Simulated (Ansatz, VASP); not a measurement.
One calculation of ScF3, two programs

```xyz
4
Lattice="4.1729 0.0000 0.0000 0.0000 4.1729 0.0000 0.0000 0.0000 3.8520" Properties=species:S:1:pos:R:3 pbc="T T T"
Sc    0.0000    0.0000    0.0000
F     2.0865    0.0000    0.0000
F     0.0000    2.0865    0.0000
F     0.0000    0.0000    1.9260
```

Change from the starting cell: strain +0.040 along x and y, -0.040 along z, atoms carried along.

Alike in both runs: task single point; functional LDA; k mesh 6 × 6 × 6; occupations gaussian, width 0.05 eV; no spin polarisation.

```csv
,VASP,Ansatz
version,VASP 6.6.1,Ansatz 0.2.0
potentials or method,"VASP PAW LDA potentials, release 64 (Sc_sv, F)","scalar-relativistic, plane waves, PAW"
plane-wave cutoff (eV),520,420
valence electrons in the cell,32,32
```

VASP gave:

* gap on the k mesh at the Fermi level (eV): 5.71
* least direct gap on the mesh (eV): 6.17
* pressure (GPa): -4.3
* largest component of the traceless stress (GPa): 12.62

Question: Estimate Ansatz's values.

Answer: gap on the k mesh at the Fermi level (eV): 5.74; least direct gap on the mesh (eV): 6.20; pressure (GPa): -4.9; largest component of the traceless stress (GPa): 12.23.

A k mesh can miss the band edges.
